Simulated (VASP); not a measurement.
## TiC: stress against strain

TiC (rock salt, Fm-3m, 10.166 Å³/atom and stress up to 0.01 GPa in the relaxed cell, cube axes along x, y and z) under a strain ε along a cube axis (axis z), the other axes held. r2SCAN in VASP (plane waves, PAW), 600 eV, 18×18×18 Γ-centred mesh, Methfessel-Paxton smearing 0.10 eV; ions are relaxed, or left where forces stay under 0.02 eV/Å, within the symmetry of each cell. Stress is positive for a compressed cell.

Here s stands for strain and y for stress zz.

```
strain (%)  stress zz (GPa)
----------  ---------------
-1.50                  8.67
-1.00                  5.63
-0.50                  2.75
0.00                   0.01
0.50                  -2.59
1.00                  -5.03
1.50                  -7.33
3.00                      ?
```

The 7 complete rows are fitted with a straight line, y against s. Means: s 0, y 0.301. About the means, the sum of products is -37.330 and the sum of squares of s is 7.0000; the slope is their ratio. Least squares gives y = 0.301 - 5.3329·s. Residuals (row less fit): 0.370, -0.004, -0.217, -0.291, -0.225, 0.002, 0.368; standard error 0.302 (degrees of freedom: 5). The slope gives the elastic constant C11 = about 530 GPa.

Task: Predict the withheld y at s = 3.00 from the fit, and compare with the calculation.

Result: y = 0.301 - 5.3329 × 3.0 = -15.698 GPa. The calculation gives -13.44 GPa, 2.258 GPa above the prediction (10.2 % of the range of y in the table). The row lies outside the fitted rows, so this is an extrapolation. From the scatter of the fitted rows alone, a prediction at this place has a standard error of 0.470 GPa, so the miss is 4.8 times that.

A polynomial of degree 2 through the 12 other runs of the series gives -13.37 there, so most of the miss is curvature that the fit leaves out. In a metal these values are sensitive to mesh and smearing; energies are taken to zero smearing, stresses follow the free energy. The runs aren't spin-polarised. Rows are the converged runs of the series near zero and its far end, less any whose ions stayed unrelaxed beside relaxed ones; series whose fitted rows scatter by over a few per cent of the range, as at a crossing or softening among them, aren't shown in this form. Most that stay on the fit to the last digits aren't either.
